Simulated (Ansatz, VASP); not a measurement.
# Cross-check of In (ladder In chain) between VASP and Ansatz, part 2 of 2

Wanted: the spread between two codes on one cell, functional and k mesh. The structure shown is the start of the Ansatz relaxation below; VASP solves that cell, so the two are compared at the walk's first step. Other levels of theory on this material are compared in a session of their own.

VASP 6.6.1 and Ansatz 0.2.0.

So far: The structure; Ansatz: relaxation, r2SCAN.

## 3. VASP: single point, r2SCAN, start cell

Level of this step: r2SCAN, zero-moment start; plane waves and PAW (In_d) (VASP).

The same cell, functional, mesh and smearing now go to VASP, with its own data sets.

Lines of VASP's logs that name or quote its potential files are left out, and so is its time.

The input, INCAR:

```
SYSTEM = In
PREC = Accurate
ENCUT = 440
EDIFF = 1E-06
NELM = 200
ISMEAR = -1
SIGMA = 0.05
LREAL = .FALSE.
ALGO = Normal
METAGGA = R2SCAN
LASPH = .TRUE.
NBANDS = 20
ISPIN = 2
MAGMOM = -0 -0
LORBIT = 11
LWAVE = .FALSE.
LCHARG = .FALSE.
ISIF = 2
GGA_COMPAT = .FALSE.
LMIXTAU = .TRUE.
KPAR = 2
```

The input, POSCAR:

```
In
1.0
    9.0000000000      0.0000000000      0.0000000000
    0.0000000000      7.5000000000      0.0000000000
    0.0000000000      0.0000000000      2.7789400000
In
2
Direct
    0.3680977778      0.5000000000      0.0000000000
    0.6319022222      0.5000000000      0.5000000000
```

The input, KPOINTS:

```
Automatic mesh
0
Gamma
1 1 29
0 0 0
```

PAW data sets: In_d (PBE family, release 64).

The run is started by

```bash
$ mpirun -np 2 vasp_std
```

Numbers of over 12 decimals in the logs are rounded to 6 here.

What it wrote:

```text
[banner, memory and clock lines left out]
running    2 mpi-ranks, on    1 nodes
 distrk:  each k-point on    1 cores,    2 groups
 distr:  one band on    1 cores,    1 groups

 POSCAR found type information on POSCAR In
 POSCAR found :  1 types and       2 ions
|                                                                             |
|               ----> ADVICE to this user running VASP <----                  |
|                                                                             |
|     You enforced a specific xc type in the INCAR file but a different       |
|     [... a line on the potential file left out ...]
|     I HOPE YOU KNOW WHAT YOU ARE DOING!                                     |
|                                                                             |

 LDA part: xc-table for (None), standard interpolation
 POSCAR, INCAR and KPOINTS ok, starting setup
 FFT: planning ... GRIDC
 FFT: planning ... GRID_SOFT
 FFT: planning ... GRID
 WAVECAR not read
 entering main loop
       N       E                     dE             d eps       ncg     rms          rms(c)
DAV:   1     0.158517483921E+03    0.15852E+03   -0.11067E+04  1240   0.105E+03
DAV:   2    -0.325435389594E+02   -0.19106E+03   -0.18840E+03  1240   0.296E+02
DAV:   3    -0.479246849862E+02   -0.15381E+02   -0.15318E+02  1408   0.115E+02
DAV:   4    -0.484580245497E+02   -0.53334E+00   -0.53227E+00  1424   0.273E+01
DAV:   5    -0.484940292899E+02   -0.36005E-01   -0.36000E-01  1952   0.488E+00    0.747E+00
DAV:   6    -0.453538037011E+02    0.31402E+01   -0.21036E+00  1440   0.259E+01    0.300E+00
DAV:   7    -0.424723076521E+02    0.28815E+01   -0.58079E-01  1304   0.696E+00    0.629E-01
DAV:   8    -0.441237340914E+02   -0.16514E+01   -0.73419E-01  1240   0.716E+00    0.107E+00
DAV:   9    -0.433049947649E+02    0.81874E+00   -0.14839E-01  1208   0.322E+00    0.744E-01
DAV:  10    -0.434095284710E+02   -0.10453E+00   -0.19012E-02  1256   0.122E+00    0.399E-01
DAV:  11    -0.433333939328E+02    0.76135E-01   -0.37491E-02  1200   0.185E+00    0.322E-01
DAV:  12    -0.433622734740E+02   -0.28880E-01   -0.62884E-03  1200   0.743E-01    0.285E-01
DAV:  13    -0.433528587062E+02    0.94148E-02   -0.21711E-02  1248   0.115E+00    0.649E-02
DAV:  14    -0.433561897485E+02   -0.33310E-02   -0.14589E-02  1280   0.791E-01    0.127E-01
[...]
DAV:  47    -0.433650061563E+02    0.18517E-03   -0.81432E-05  1200   0.449E-02    0.136E-02
DAV:  48    -0.433650086543E+02   -0.24979E-05   -0.21150E-05  1024   0.293E-02    0.947E-03
DAV:  49    -0.433652956795E+02   -0.28703E-03   -0.62061E-05  1216   0.421E-02    0.734E-03
DAV:  50    -0.433653410396E+02   -0.45360E-04   -0.19029E-05  1056   0.231E-02    0.767E-03
DAV:  51    -0.433653299058E+02    0.11134E-04   -0.12482E-05   976   0.204E-02    0.689E-03
DAV:  52    -0.433653635732E+02   -0.33667E-04   -0.12753E-05   960   0.199E-02    0.452E-03
DAV:  53    -0.433653661474E+02   -0.25742E-05   -0.36855E-06   960   0.135E-02    0.296E-03
DAV:  54    -0.433653657527E+02    0.39466E-06   -0.21908E-06   976   0.946E-03
   1 F= -.43365366E+02 E0= -.43360937E+02  d E =-.885822E-02  mag=     0.0000
```

OUTCAR, selected parts (step 3):

```text
ion  position               nearest neighbor table
   1  0.368  0.500  0.000-   2 2.75   2 2.75
   2  0.632  0.500  0.500-   1 2.75   1 2.75

  LATTYP: Found a simple orthorhombic cell.
 ALAT       =     2.7789400000
 B/A-ratio  =     2.6988707925
 C/A-ratio  =     3.2386449510

 Subroutine GETGRP returns: Found  8 space group operations
 (whereof  4 operations were pure point group operations)

The static configuration has the point symmetry C_2v.
 The point group associated with its full space group is D_2h.

 Found     15 irreducible k-points:

   k-points           NKPTS =     15   k-points in BZ     NKDIM =     15   number of bands    NBANDS=     20

   dimension x,y,z NGX =    64 NGY =   54 NGZ =   20
   dimension x,y,z NGXF=   128 NGYF=  108 NGZF=   40

   ENCUT  =  440.0 eV  32.34 Ry    5.69 a.u.  15.39 12.83  4.75*2*pi/ulx,y,z

   NELECT =      26.0000    total number of electrons

 k-points in reciprocal lattice and weights: Automatic mesh
   0.00000000  0.00000000  0.00000000       0.034
   0.00000000  0.00000000  0.03448276       0.069
   0.00000000  0.00000000  0.06896552       0.069
   0.00000000  0.00000000  0.10344828       0.069
   0.00000000  0.00000000  0.13793103       0.069
   0.00000000  0.00000000  0.17241379       0.069
   0.00000000  0.00000000  0.20689655       0.069
   0.00000000  0.00000000  0.24137931       0.069
   0.00000000  0.00000000  0.27586207       0.069
[...]
0.00000000  0.00000000  0.44827586       0.069
   0.00000000  0.00000000  0.48275862       0.069

 average (electrostatic) potential at core
       1-108.0609       2-108.0609

 E-fermi :  -0.9778

 spin component 1
 k-point     1 :       0.0000    0.0000    0.0000
  band No.  band energies     occupation
    ...
     10     -15.7261      1.00000
     11      -9.9497      1.00000
     12      -5.9737      1.00000
     13      -2.3980      1.00000
     14      -1.9423      1.00000
     15       0.5917      0.00000
     16       2.5069      0.00000
     17       3.8586      0.00000
     18       4.2171      0.00000
     19       4.6052      0.00000
    ...

 k-point     2 :       0.0000    0.0000    0.0345
  band No.  band energies     occupation
    ...
     10     -15.7333      1.00000
     11      -9.9239      1.00000
     12      -5.9500      1.00000
     13      -2.3676      1.00000
     14      -1.9096      1.00000
     15       0.6207      0.00000
     16       2.5300      0.00000
     17       3.8836      0.00000
     18       4.2386      0.00000
     19       4.6286      0.00000
    ...

 k-point     3 :       0.0000    0.0000    0.0690
  band No.  band energies     occupation
    ...
     10     -15.7540      1.00000
     11      -9.8465      1.00000
     12      -5.8788      1.00000
     13      -2.2765      1.00000
     14      -1.8121      1.00000
     15       0.7075      0.00000
     16       2.5995      0.00000
     17       3.9586      0.00000
     18       4.3028      0.00000
     19       4.6988      0.00000
    ...

 k-point     4 :       0.0000    0.0000    0.1034
  band No.  band energies     occupation
    ...
     10     -15.7857      1.00000
     11      -9.7172      1.00000
     12      -5.7596      1.00000
     13      -2.1257      1.00000
     14      -1.6509      1.00000
     15       0.8510      0.00000
     16       2.7153      0.00000
     17       4.0834      0.00000
     18       4.4096      0.00000
     19       4.8158      0.00000
    ...

 k-point     5 :       0.0000    0.0000    0.1379
  band No.  band energies     occupation
    ...
     10     -15.8241      1.00000
     11      -9.5353      1.00000
     12      -5.5918      1.00000
     13      -1.9169      1.00000
     14      -1.4279      0.99988
     15       1.0494      0.00000
     16       2.8774      0.00000
     17       4.2578      0.00000
     18       4.5575      0.00000
     19       4.9796      0.00000
    ...

 k-point     6 :       0.0000    0.0000    0.1724
  band No.  band energies     occupation
    ...
     10     -15.8638      1.00000
     11      -9.3000      1.00000
     12      -5.3747      1.00000
     13      -1.6519      1.00000
     14      -1.1457      0.96636
     15       1.3002      0.00000
     16       3.0855      0.00000
     17       4.4811      0.00000
     18       4.7405      0.00000
     19       5.1902      0.00000
    ...

  Total        4.2910915      0.2985193      1.6616291      0.0000000      0.0000000      0.0000000
  in kB       36.6518091      2.5497645     14.1925925      0.0000000      0.0000000      0.0000000
  external PRESSURE =      17.7980553 kB  Pullay stress =       0.0000000 kB

  energy-cutoff  :      440.00
  volume of cell :      187.58
      direct lattice vectors                 reciprocal lattice vectors
     9.000000000  0.000000000  0.000000000     0.111111111  0.000000000  0.000000000
     0.000000000  7.500000000  0.000000000     0.000000000  0.133333333  0.000000000
     0.000000000  0.000000000  2.778940000     0.000000000  0.000000000  0.359849439

 POSITION                                       TOTAL-FORCE (eV/Angst)
 -----------------------------------------------------------------------------------
      3.31288      3.75000      0.00000        -2.011135      0.000000      0.000000
      5.68712      3.75000      1.38947         2.011135      0.000000      0.000000
 -----------------------------------------------------------------------------------
    total drift:                                0.000000     -0.000000      0.000000

  FREE ENERGIE OF THE ION-ELECTRON SYSTEM (eV)
  ---------------------------------------------------
  free  energy   TOTEN  =       -43.3653657527 eV

  energy  without entropy=      -43.3565075373  energy(sigma->0) =      -43.36093665

 total charge
# of ion       s       p       d       tot
------------------------------------------
    1        0.973   0.681   9.840  11.494
    2        0.973   0.681   9.840  11.494
--------------------------------------------------
tot          1.946   1.362  19.680  22.988

 magnetization (x)
# of ion       s       p       d       tot
------------------------------------------
    1       -0.000  -0.000   0.000  -0.000
    2       -0.000  -0.000   0.000  -0.000
--------------------------------------------------
tot         -0.000  -0.000   0.000  -0.000

[... 6 further parts left out ...]
```

## 4. Differences

Known differences besides the potentials themselves: VASP keeps PBE cores, Ansatz makes them for the functional; the cutoff is 500 eV in Ansatz and 440 eV in VASP. Total energies have different zeros and are not compared.

Forces (eV/Å; atoms numbered as in POSCAR):

```csv
atom,"Ansatz x, y, z","VASP x, y, z"
In1,"-1.985, 0.000, 0.000","-2.011, 0.000, 0.000"
In2,"1.985, 0.000, 0.000","2.011, 0.000, 0.000"
```

The forces differ by 15 meV/Å r.m.s., which is 1.3 % of the r.m.s. force of 1.161 eV/Å (both taken over all components). Moments aren't recorded for both runs of this pair, so they may hold unlike magnetic states.

## 5. Outcome

| Property | Result |
| --- | --- |
| r.m.s. force difference (single point, r2SCAN, start cell) | 1.3 % of the r.m.s. force |

What this shows: The r.m.s. force difference is 1.3 % of the r.m.s. force (single point, r2SCAN, start cell), within the 3 % picked in this series as the mark of a large difference. 9 further pairs of this series are not shown here. Such differences can come from data sets, numerical settings and the points named under the comparisons, not from the functional's error against experiment.

[Lines on the potential files, build, host, timing and source positions are cut from VASP's logs without a mark.]

[Logs are printed without paths, hosts, clocks, repeated set-up lines and the standing remarks that a program may print on its own settings, such as how far it seeks lower states.]

[Hosts, paths, dates, database ids (printed as entryN), source tags and the programs' standing remarks are cut or masked in the printed files.]
